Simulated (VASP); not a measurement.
# ZrMo3 (Pm-3n) in VASP: single point with r2SCAN

Aim: the single point of ZrMo3 with r2SCAN.

Everything below comes from runs of VASP 6.6.1. Logs are shortened: lines on timing, memory, paths and dates and some standing lists are left out, and cuts for length are marked.

**1. Starting point**

It takes space group Pm-3n (No. 223, cubic). Conventional cell: a = 4.880 Å, b = 4.880 Å, c = 4.880 Å, α = 90.00°, β = 90.00°, γ = 90.00°. Mo (site symmetry -4m2) is surrounded by 2 Mo at 2.44 Å and 4 Zr at 2.73 Å. Zr (site symmetry m-3) is surrounded by 12 Mo at 2.73 Å.

**2. Single point, r2SCAN, collinear spin, zero start**

Input file POSCAR:

```
ZrMo3
1.0
    4.8801946100      0.0000000000      0.0000000000
    0.0000000000      4.8801946100      0.0000000000
    0.0000000000      0.0000000000      4.8801946100
Mo Zr
6 2
Direct
    0.2500000000      0.0000000000      0.5000000000
    0.5000000000      0.7500000000      0.0000000000
    0.7500000000      0.0000000000      0.5000000000
    0.5000000000      0.2500000000      0.0000000000
    0.0000000000      0.5000000000      0.7500000000
    0.0000000000      0.5000000000      0.2500000000
    0.0000000000      0.0000000000      0.0000000000
    0.5000000000      0.5000000000      0.5000000000
```

Input file INCAR.step1:

```
PREC = Accurate
ENCUT = 520
ISMEAR = -5
SIGMA = 0.1
LREAL = F
LASPH = T
NELM = 150
ISPIN = 2
MAGMOM = 0 0 0 0 0 0 0 0
LMAXMIX = 4
NBANDS = 68
GGA = PE
ALGO = Normal
EDIFF = 1E-4
LWAVE = T
LCHARG = F
```

Input file INCAR.step2:

```
PREC = Accurate
ENCUT = 520
EDIFF = 1E-6
ISMEAR = -1
SIGMA = 0.1
LREAL = F
LASPH = T
NELM = 150
ALGO = Normal
ISIF = 2
LWAVE = F
LCHARG = F
ISPIN = 2
MAGMOM = 0 0 0 0 0 0 0 0
LORBIT = 10
LMAXMIX = 4
METAGGA = R2SCAN
LMIXTAU = T
NBANDS = 68
ISTART = 1
```

Input file KPOINTS:

```
Automatic mesh
0
Gamma
  5 5 5
```

Potentials or basis: VASP PAW PBE potentials, release 64 (Mo_sv, Zr_sv).

Started as:

```sh
cat potpaw_PBE.64/Mo_sv/POTCAR potpaw_PBE.64/Zr_sv/POTCAR > POTCAR
cp INCAR.step1 INCAR
mpirun -np 1 vasp_std > vasp.out
cp INCAR.step2 INCAR
mpirun -np 1 vasp_std > vasp.out
```

OUTCAR:

```text
PREC = Accurate
   ENCUT = 520
   EDIFF = 1E-6
   ISMEAR = -1
   LREAL = F
   LASPH = T
   NELM = 150
   ISIF = 2
   ISPIN = 2
   LORBIT = 10
   METAGGA = R2SCAN
   ISTART = 1

 ion  position               nearest neighbor table
   1  0.250  0.000  0.500-   3 2.44   3 2.44   8 2.73   7 2.73   8 2.73   7 2.73   4 2.99   2 2.99
                             4 2.99   5 2.99   5 2.99   6 2.99   6 2.99   2 2.99
   2  0.500  0.750  0.000-   4 2.44   4 2.44   8 2.73   8 2.73   7 2.73   7 2.73   1 2.99   1 2.99
                             3 2.99   5 2.99   6 2.99   5 2.99   6 2.99   3 2.99
   3  0.750  0.000  0.500-   1 2.44   1 2.44   8 2.73   7 2.73   8 2.73   7 2.73   4 2.99   2 2.99
                             4 2.99   5 2.99   5 2.99   6 2.99   6 2.99   2 2.99
   4  0.500  0.250  0.000-   2 2.44   2 2.44   8 2.73   8 2.73   7 2.73   7 2.73   3 2.99   1 2.99
                             3 2.99   5 2.99   6 2.99   5 2.99   6 2.99   1 2.99
   5  0.000  0.500  0.750-   6 2.44   6 2.44   8 2.73   7 2.73   7 2.73   8 2.73   3 2.99   4 2.99
                             1 2.99   3 2.99   1 2.99   2 2.99   4 2.99   2 2.99
   6  0.000  0.500  0.250-   5 2.44   5 2.44   8 2.73   7 2.73   7 2.73   8 2.73   3 2.99   4 2.99
                             1 2.99   3 2.99   1 2.99   2 2.99   4 2.99   2 2.99
   7  0.000  0.000  0.000-   1 2.73   2 2.73   3 2.73   4 2.73   5 2.73   6 2.73   1 2.73   3 2.73
                             5 2.73   6 2.73   2 2.73   4 2.73
   8  0.500  0.500  0.500-   1 2.73   2 2.73   3 2.73   4 2.73   5 2.73   6 2.73   2 2.73   4 2.73
                             1 2.73   3 2.73   5 2.73   6 2.73

  LATTYP: Found a simple cubic cell.
 ALAT       =     4.8801946100

  Lattice vectors:

 A1 = (   4.8801946100,   0.0000000000,   0.0000000000)
 A2 = (   0.0000000000,   4.8801946100,   0.0000000000)
 A3 = (   0.0000000000,   0.0000000000,   4.8801946100)

Analysis of symmetry for initial positions (statically):
=====================================================================
 Subroutine PRICEL returns:
 Original cell was already a primitive cell.

 Routine SETGRP: Setting up the symmetry group for a
 simple cubic supercell.

 Subroutine GETGRP returns: Found 48 space group operations
 (whereof 24 operations were pure point group operations)
 out of a pool of 48 trial point group operations.

The static configuration has the point symmetry T_h .
 The point group associated with its full space group is O_h .

Analysis of symmetry for dynamics (positions and initial velocities):
=====================================================================
 Subroutine PRICEL returns:
 Original cell was already a primitive cell.

 Routine SETGRP: Setting up the symmetry group for a
 simple cubic supercell.

 Subroutine GETGRP returns: Found 48 space group operations
 (whereof 24 operations were pure point group operations)
 out of a pool of 48 trial point group operations.

The dynamic configuration has the point symmetry T_h .
 The point group associated with its full space group is O_h .

Analysis of structural, dynamic, and magnetic symmetry:
=====================================================================
 Subroutine PRICEL returns:
 Original cell was already a primitive cell.

 Routine SETGRP: Setting up the symmetry group for a
 simple cubic supercell.

 Subroutine GETGRP returns: Found 48 space group operations
 (whereof 24 operations were pure point group operations)
 out of a pool of 48 trial point group operations.

The overall configuration has the point symmetry T_h .
 The point group associated with its full space group is O_h .

 Subroutine INISYM returns: Found 48 space group operations
 (whereof 24 operations are pure point group operations),
 and found     1 'primitive' translations

----------------------------------------------------------------------------------------

                                     Primitive cell

  volume of cell :     116.2282

  direct lattice vectors                    reciprocal lattice vectors
     4.880194610  0.000000000  0.000000000     0.204909861  0.000000000  0.000000000
     0.000000000  4.880194610  0.000000000     0.000000000  0.204909861  0.000000000
     0.000000000  0.000000000  4.880194610     0.000000000  0.000000000  0.204909861

  length of vectors
[... 69 lines left out ...]
 SYSTEM =  unknown system
   PREC   = accura    normal or accurate (medium, high low for compatibility)
   ISTART =      1    job   : 0-new  1-cont  2-samecut
   ICHARG =      0    charge: 1-file 2-atom 10-const
   ISPIN  =      2    spin polarized calculation?
   LNONCOLLINEAR =      F non collinear calculations
   LSORBIT =      F    spin-orbit coupling
   LASPH  =      T    aspherical Exc in radial PAW
   ENCUT  =  520.0 eV  38.22 Ry    6.18 a.u.   9.07  9.07  9.07*2*pi/ulx,y,z
   NELM   =    150;   NELMIN=  2; NELMDL=  0     # of ELM steps
   EDIFF  = 0.1E-05   stopping-criterion for ELM
   LREAL  =      F    real-space projection
   EDIFFG = 0.1E-04   stopping-criterion for IOM
   NSW    =      0    number of steps for IOM
   IBRION =     -1    ionic relax: 0-MD 1-quasi-New 2-CG
   NFREE  =      0    steps in history (QN), initial steepest desc. (CG)
   ISIF   =      2    stress and relaxation
   ISYM   =      2    0-nonsym 1-usesym 2-fastsym
   POTIM  = 0.5000    time-step for ionic-motion
   TEBEG  =    0.0;   TEEND  =   0.0 temperature during run
   PSTRESS=    0.0 pullay stress
   NELECT =     108.0000    total number of electrons
   NUPDOWN=      -1.0000    fix difference up-down
   EMIN   =  10.00;   EMAX   =-10.00  energy-range for DOS
   EFERMI =   0.00;   METHOD = LEGACY
   ISMEAR =    -1;   SIGMA  =   0.10  broadening in eV -4-tet -1-fermi 0-gaus
   EFERMI_NEDOS =   21; number of points for ismear=-14 and -15
   IALGO  =     38    algorithm
   IMIX   =      4    mixing-type and parameters
     AMIX     =   0.40;   BMIX     =  1.00
     AMIX_MAG =   1.60;   BMIX_MAG =  1.00
  volume/ion in A,a.u.               =      14.53        98.04
  Fermi-wavevector in a.u.,A,eV,Ry     =   1.597517  3.018870 34.722911  2.552062
  Thomas-Fermi vector in A             =   2.695111
   LORBIT       =     10    0 simple, 1 ext, 2 COOP (PROOUT), +10 PAW based schemes
   METAGGA = R2SCAN    functional components
   LHFCALC =     F    Hartree Fock is set to
   AEXX    =    0.0000 exact exchange contribution
   IVDW    =     0    specifies the selected vdW correction
   LEPSILON=     F    determine dielectric tensor
   LRPA    =     F    only Hartree local field effects (RPA)
 spin polarized calculation
  energy-cutoff  :      520.00
  volume of cell :      116.23
 maximum number of plane-waves:      3145
   NGX = 19   NGY = 19   NGZ = 19

 number of electron     107.9999981 magnetization      -0.0000020

 number of electron     107.9999981 magnetization       0.0000009

 Free energy of the ion-electron system (eV)
  ---------------------------------------------------
  ext. energy  EPLUGINS =         0.00000000
  ---------------------------------------------------
  free energy    TOTEN  =      -196.98689426 eV

  energy without entropy =     -196.76224577  energy(sigma->0) =     -196.87457001

 E-fermi :  13.8642     XC(G=0): -14.9312

 val. band max:       13.8621750228   @ k =   0.4000   0.4000   0.4000
 cond. band min:      13.8717775179   @ k =   0.2000   0.2000   0.2000
 fundamental gap:      0.0096024951
 Fermi energy:        13.8641842780

 spin component 1

 k-point     1 :       0.0000    0.0000    0.0000
  band No.  band energies     occupation
      1     -48.8313      1.00000
      2     -48.6901      1.00000
      3     -48.6901      1.00000
      4     -48.3176      1.00000
      5     -48.3176      1.00000
      6     -48.3176      1.00000
[... 679 lines left out ...]
     65      17.4197      0.00000
     66      17.4197      0.00000
 Fermi energy:        13.8641842780

 spin component 2

 k-point     1 :       0.0000    0.0000    0.0000
  band No.  band energies     occupation
      1     -48.8313      1.00000
      2     -48.6901      1.00000
      3     -48.6901      1.00000
      4     -48.3176      1.00000
      5     -48.3176      1.00000
      6     -48.3176      1.00000
[... 679 lines left out ...]
     65      17.4197      0.00000
     66      17.4197      0.00000
 [bands above 66 left out]

------------------------ aborting loop because EDIFF is reached ----------------------------------------

  FORCE on cell =-STRESS in cart. coord.  units (eV):
  Direction    XX          YY          ZZ          XY          YZ          ZX
  --------------------------------------------------------------------------------------
  -------------------------------------------------------------------------------------
  Total       36.5965810     36.5965810     36.5965810     -0.0000000      0.0000000      0.0000000
  in kB      504.4750287    504.4750287    504.4750287     -0.0000000      0.0000000      0.0000000
  external PRESSURE =     504.4750287 kB  Pullay stress =       0.0000000 kB

 VOLUME and BASIS-vectors are now :
 -----------------------------------------------------------------------------
  energy-cutoff  :      520.00
  volume of cell :      116.23
      direct lattice vectors                 reciprocal lattice vectors
     4.880194610  0.000000000  0.000000000     0.204909861  0.000000000  0.000000000
     0.000000000  4.880194610  0.000000000     0.000000000  0.204909861  0.000000000
     0.000000000  0.000000000  4.880194610     0.000000000  0.000000000  0.204909861

 POSITION                                       TOTAL-FORCE (eV/Angst)
 -----------------------------------------------------------------------------------
      1.22005      0.00000      2.44010        -0.000000      0.000000      0.000000
      2.44010      3.66015      0.00000         0.000000     -0.000000     -0.000000
      3.66015      0.00000      2.44010         0.000000     -0.000000     -0.000000
      2.44010      1.22005      0.00000        -0.000000     -0.000000      0.000000
      0.00000      2.44010      3.66015        -0.000000     -0.000000      0.000000
      0.00000      2.44010      1.22005        -0.000000      0.000000      0.000000
      0.00000      0.00000      0.00000        -0.000000     -0.000000      0.000000
      2.44010      2.44010      2.44010        -0.000000     -0.000000      0.000000
 -----------------------------------------------------------------------------------
    total drift:                                0.000000      0.000000     -0.000000

  FREE ENERGIE OF THE ION-ELECTRON SYSTEM (eV)
  ---------------------------------------------------
  free  energy   TOTEN  =      -196.9868942560 eV

  energy  without entropy=     -196.7622457671  energy(sigma->0) =     -196.87457001

 total charge

# of ion       s       p       d       tot
------------------------------------------
    1        2.410   6.208   4.205  12.822
    2        2.410   6.208   4.205  12.822
    3        2.410   6.208   4.205  12.822
    4        2.410   6.208   4.205  12.822
    5        2.410   6.208   4.205  12.822
    6        2.410   6.208   4.205  12.822
    7        2.304   6.045   2.030  10.380
    8        2.304   6.045   2.030  10.380
--------------------------------------------------
tot         19.066  49.336  29.291  97.693

 magnetization (x)

# of ion       s       p       d       tot
------------------------------------------
    1       -0.000   0.000  -0.000  -0.000
    2       -0.000   0.000  -0.000  -0.000
    3       -0.000   0.000  -0.000  -0.000
    4       -0.000   0.000  -0.000  -0.000
    5       -0.000   0.000  -0.000  -0.000
    6       -0.000   0.000  -0.000  -0.000
    7        0.000  -0.000   0.000   0.000
    8        0.000  -0.000   0.000   0.000
--------------------------------------------------
tot          0.000   0.000  -0.000  -0.000
```

Run time: 6 min. Hardware: 1 thread of Intel Xeon Platinum 8488C (Sapphire Rapids), shared host; peak memory 0.32 GiB.

What came out:

| Property | Result |
| --- | --- |
| Free energy | -196.9869 eV |
| Pressure | 50.4 GPa |
| Band gap on the k mesh | none (metal or under the smearing width) |
| Net moment | 0.00 μB per cell |
| Valence electrons inside the program's atomic spheres | Mo 12.82; Zr 10.38 |

Caveat: a pressure of tens of GPa on the cell as given is suspect, and the run, the potentials or the cell itself is likely at fault; the PAW data sets were made with another functional, which shifts forces and pressure a little.
